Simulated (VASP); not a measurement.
All values below come from PBEsol GGA, VASP's PBE PAW potentials (set 64) (plane waves; VASP).

Input for VASP

### INCAR
```
ALGO  =  Normal
EDIFF  =  1E-6
ENCUT  =  300
GGA  =  PS
ISIF  =  2
ISMEAR  =  -1
ISPIN  =  2
LASPH  =  T
LCHARG  =  F
LMAXMIX  =  4
LORBIT  =  11
LREAL  =  F
LWAVE  =  F
MAGMOM  =  1.0
NELM  =  100
PREC  =  Accurate
SIGMA  =  0.1
SYSTEM  =  Ni
```

KPOINTS:
```
Automatic mesh
0
Gamma
21 21 21
0 0 0
```

File POSCAR:
```
Ni
1
    0.0000000000     1.7600000000     1.7600000000
    1.7600000000     0.0000000000     1.7600000000
    1.7600000000     1.7600000000     0.0000000000
Ni
1
Direct
  0.0000000000   0.0000000000   0.0000000000
```

POTCAR, in this order: Ni (PBE.64 set). Program: vasp_std.

Output of the run:

### OUTCAR
```
 ion  position               nearest neighbor table
   1  0.000  0.000  0.000-
  LATTYP: Found a face centered cubic cell.
 ALAT       =     3.5200000000
 Subroutine PRICEL returns:
 Original cell was already a primitive cell.
 Subroutine GETGRP returns: Found 48 space group operations
The static configuration has the point symmetry O_h .
The dynamic configuration has the point symmetry O_h .
The overall configuration has the point symmetry O_h .
 Subroutine INISYM returns: Found 48 space group operations
 Subroutine IBZKPT returns following result:
 Found    286 irreducible k-points:

 Following reciprocal coordinates:
            Coordinates               Weight
  0.000000  0.000000  0.000000      1.000000
  0.047619  0.000000  0.000000      8.000000
  0.095238  0.000000  0.000000      8.000000
  0.142857  0.000000  0.000000      8.000000
  0.190476  0.000000  0.000000      8.000000
  0.238095  0.000000  0.000000      8.000000
  0.285714  0.000000  0.000000      8.000000
  0.333333  0.000000  0.000000      8.000000
  0.380952  0.000000  0.000000      8.000000
...
```

File OSZICAR:
```
       N       E                     dE             d eps       ncg     rms          rms(c)
DAV:   1     0.156650520759E+02    0.15665E+02   -0.33823E+03 12310   0.829E+02
DAV:   2    -0.699742499237E+01   -0.22662E+02   -0.21362E+02 11682   0.132E+02
DAV:   3    -0.735269472015E+01   -0.35527E+00   -0.35393E+00 12816   0.196E+01
DAV:   4    -0.735504073887E+01   -0.23460E-02   -0.23457E-02 12194   0.143E+00
DAV:   5    -0.735508624743E+01   -0.45509E-04   -0.45509E-04 12462   0.184E-01    0.105E+01
DAV:   6    -0.655807507763E+01    0.79701E+00   -0.18213E+01 12500   0.615E+01    0.627E+00
DAV:   7    -0.617693273842E+01    0.38114E+00   -0.31167E+00 12572   0.235E+01    0.183E+00
DAV:   8    -0.616061901470E+01    0.16314E-01   -0.18509E-02 15852   0.131E+00    0.933E-01
DAV:   9    -0.615781318492E+01    0.28058E-02   -0.16951E-03 16648   0.329E-01    0.266E-01
DAV:  10    -0.615708651023E+01    0.72667E-03   -0.66146E-04 16168   0.181E-01    0.298E-02
DAV:  11    -0.615707540795E+01    0.11102E-04   -0.28504E-05 13800   0.530E-02    0.262E-02
DAV:  12    -0.615707641136E+01   -0.10034E-05   -0.15616E-06  6814   0.111E-02    0.112E-02
DAV:  13    -0.615707586269E+01    0.54867E-06   -0.16275E-07  5808   0.459E-03
   1 F= -.61570759E+01 E0= -.61293289E+01  d E =-.554938E-01  mag=     0.6095
```

### OUTCAR
```
------------------------ aborting loop because EDIFF is reached ----------------------------------------
  FORCE on cell =-STRESS in cart. coord.  units (eV):
  Direction    XX          YY          ZZ          XY          YZ          ZX
  --------------------------------------------------------------------------------------
  Total       -0.6804457     -0.6804457     -0.6804457      0.0000000      0.0000000     -0.0000000
  in kB      -99.9852809    -99.9852809    -99.9852809      0.0000000      0.0000000     -0.0000000
  external PRESSURE =     -99.9852809 kB  Pullay stress =       0.0000000 kB
  volume of cell :       10.90
      direct lattice vectors                 reciprocal lattice vectors
     0.000000000  1.760000000  1.760000000    -0.284090909  0.284090909  0.284090909
     1.760000000  0.000000000  1.760000000     0.284090909 -0.284090909  0.284090909
     1.760000000  1.760000000  0.000000000     0.284090909  0.284090909 -0.284090909
 POSITION                                       TOTAL-FORCE (eV/Angst)
 -----------------------------------------------------------------------------------
      0.00000      0.00000      0.00000         0.000000      0.000000      0.000000
 -----------------------------------------------------------------------------------
    total drift:                               -0.000000     -0.000000     -0.000000
  FREE ENERGIE OF THE ION-ELECTRON SYSTEM (eV)
  ---------------------------------------------------
  free  energy   TOTEN  =        -6.1570758627 eV

  energy  without entropy=       -6.1015820364  energy(sigma->0) =       -6.12932895

 total charge

# of ion       s       p       d       tot
------------------------------------------
    1        0.500   0.501   8.297   9.298

 magnetization (x)

# of ion       s       p       d       tot
------------------------------------------
    1       -0.006  -0.023   0.648   0.619
```
(Selected blocks of OUTCAR.)

At this cut-off the stress carries a Pulay error, which pulls relaxed volumes low.

The structure is a typed Ni crystal (Fm-3m). The cell was not relaxed at this level. The run is one of a series of settings (GGA = PS against the base run), some of them coarse on purpose.
